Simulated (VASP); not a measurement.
Given:

```xyz
4
Lattice="2.2289 -3.8605 0.0000 2.2289 3.8605 0.0000 0.0000 0.0000 7.2573" Properties=species:S:1:pos:R:3 pbc="T T T"
Cd     2.2289    -1.2868     3.6294
Cd     2.2289     1.2868     0.0008
Se     2.2289    -1.2868     6.3566
Se     2.2289     1.2868     2.7279
```

Method: RPBE GGA, VASP's PBE PAW potentials (set 64) (plane waves; VASP). Run with 520 eV cut-off, Gaussian smearing of 0.050 eV, potentials Cd Se.

### Question
What does the run give for the band gap (along the path) with the smallest direct gap where there is one?

### Answer

- band gap (along the path): 0.61 eV
- smallest direct gap (along the path): 0.61 eV

The absolute energy has meaning only against runs of the same code, potentials and settings.

The compound is CdSe in the wurtzite structure. It was relaxed first, which changed the volume by +11 %.
